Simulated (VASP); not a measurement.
OSZICAR of a VASP run on MnF2 (rutile):

### OSZICAR
```
       N       E                     dE             d eps       ncg     rms          rms(c)
DAV:   1     0.767281418296E+03    0.76728E+03   -0.34351E+04  3104   0.214E+03
DAV:   2     0.384357977785E+02   -0.72885E+03   -0.70202E+03  3424   0.586E+02
DAV:   3    -0.409073732292E+02   -0.79343E+02   -0.78774E+02  3432   0.198E+02
DAV:   4    -0.431795743887E+02   -0.22722E+01   -0.22417E+01  3688   0.334E+01
DAV:   5    -0.432166629739E+02   -0.37089E-01   -0.37084E-01  3240   0.486E+00    0.200E+01
DAV:   6    -0.393024706652E+02    0.39142E+01   -0.26596E+01  3680   0.373E+01    0.146E+01
DAV:   7    -0.394454303192E+02   -0.14296E+00   -0.19119E+00  3256   0.104E+01    0.996E+00
DAV:   8    -0.392681141632E+02    0.17732E+00   -0.46844E-01  3248   0.626E+00    0.328E+00
DAV:   9    -0.394463466460E+02   -0.17823E+00   -0.10184E-01  3776   0.351E+00    0.860E-01
DAV:  10    -0.394508806507E+02   -0.45340E-02   -0.21630E-02  3208   0.960E-01    0.159E-01
DAV:  11    -0.394512206578E+02   -0.34001E-03   -0.81637E-04  3664   0.263E-01    0.652E-02
DAV:  12    -0.394514237991E+02   -0.20314E-03   -0.10515E-04  3456   0.816E-02    0.463E-02
DAV:  13    -0.394514654578E+02   -0.41659E-04   -0.42646E-05  3376   0.471E-02    0.142E-02
DAV:  14    -0.394514739796E+02   -0.85218E-05   -0.13914E-05  3520   0.287E-02    0.412E-03
DAV:  15    -0.394514742653E+02   -0.28568E-06   -0.68468E-07  1952   0.649E-03
   1 F= -.39451474E+02 E0= -.39451474E+02  d E =-.394515E+02  mag=    -0.0000
```

**Question.** Which electronic solver shows in the log?

**Answer.** It is blocked Davidson (ALGO = Normal, or the opening steps of other solvers). The INCAR had ALGO = Normal.

**Question.** How was spin treated?

**Answer.** Collinear spin (ISPIN = 2): the summary line carries one mag value, 0.00 μB in the cell.

**Question.** Can the final energy be trusted as converged?

**Answer.** Self-consistency was reached. It stopped with EDIFF = 1E-6, NELM = 100, NSW = 40 and EDIFFG = -0.02 after 1 ionic step (PBE GGA, plane waves, VASP's PBE PAW potentials (set 64)).

The compound is MnF2 in the rutile structure. It was relaxed first.
